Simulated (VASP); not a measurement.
Energy against volume of Sr (fcc). Calculation: PBE GGA with D3 dispersion (Becke-Johnson damping), VASP's PBE PAW potentials (set 64) (plane waves; VASP 6.6.1).

| V (Å³/atom) | E (eV/atom) |
|---|---|
| 48.776 | -1.83590 |
| 50.333 | -1.84208 |
| 51.889 | -1.84415 |
| 53.446 | -1.84268 |
| 55.003 | -1.83794 |

Question: Fit a third-order Birch-Murnaghan equation of state.

Answer: 
```
Property                                         Value
---------------------------------------  -------------
volume per atom                          51.99 Å³/atom
bulk modulus                                  12.3 GPa
pressure derivative of the bulk modulus           2.94
lattice constant a                             5.925 Å
```

Measured: bulk modulus 12.5 GPa at 0 K (computed value off by -1.5 %), as given by H. Levämäki et al., Physical Review B (2014), arXiv:1402.3671 [corrected for temperature and zero-point phonon effects]; a 6.045 Å at 0 K (computed value off by -2.0 %), as given by Gábor I. Csonka et al., Physical Review B (2009), arXiv:0903.4037 [low-temperature or extrapolated to 0 K; zero-point anharmonic expansion removed].

The compound is Sr in the fcc structure. It was relaxed first, which changed the volume by -7 %.
